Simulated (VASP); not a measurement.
Data:

```
LiH
1.0
    1.43521     0.82862     2.45635
   -1.43521     0.82862     2.45635
    0.00000    -1.65723     2.45635
Li H
1 1
Direct
  0.76240   0.76240   0.76240
  0.23760   0.23760   0.23760
```

The numbers are results of PBE GGA, VASP's PBE PAW potentials (set 64) (plane waves; VASP 6.6.1), not measurements. Numerical set-up: 520 eV cut-off, 8×8×8 Γ-centred mesh, Gaussian smearing of 0.050 eV, potentials Li_sv H.

Problem. Predict the energy per atom (σ→0), pressure, band gap (on the k-mesh) with the smallest direct gap where there is one.

Solution. 
```yaml
band gap (on the k-mesh): 3.20 eV
smallest direct gap (on the k-mesh): 3.20 eV
energy per atom (σ→0): -3.047 eV/atom
pressure: -2.43 GPa
```

The absolute energy has meaning only against runs of the same code, potentials and settings.

The structure was generated: LiH was put into the alpha-GeTe type (R3m), which need not be its known phase. The cell was not relaxed at this level.
